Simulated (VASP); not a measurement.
Input:

SrO is modelled in the cubic space group Fm-3m (No. 225), the rock salt structure, Pearson symbol cF8. Lattice parameters: a = b = c = 5.153 Å, α = β = γ = 90.00°. Sr on 4a has 6 O at 2.576 Å (octahedral). O on 4b is coordinated by 6 Sr at 2.576 Å (octahedral). (Neighbours: up to the widest gap in distance over summed covalent radii, below 1.35, at either atom; cation-cation and far metal-metal contacts left out.)
(The calculation used a cell of 2 atoms; values per cell refer to that cell.)

All values below come from AM05 GGA, VASP's PBE PAW potentials (set 64) (plane waves; VASP). Settings: 520 eV cut-off, 9×9×9 Γ-centred mesh, Gaussian smearing of 0.050 eV, potentials Sr_sv O.

Q: Give the energy at these volumes per atom, relative to the lowest: 16.05, 16.57, 17.08, 17.59, 18.10 Å³.

A: 20.1, 4.9, 0.0, 3.7, 14.7 meV/atom. A third-order Birch-Murnaghan fit gives B0 = 89.3 GPa and B0′ = 4.5.

Measured: bulk modulus 91.0 GPa at 300 K (computed value off by -1.9 %), a 5.160 Å at 300 K (computed value off by -0.1 %), as given by Juan A. Santana et al., The Journal of Chemical Physics (2016), arXiv:1608.06321. The calculation is for a static lattice, while the measured bulk modulus, a hold thermal and zero-point effects, which are part of the difference.

The compound is SrO in the rock salt structure. It was relaxed first.
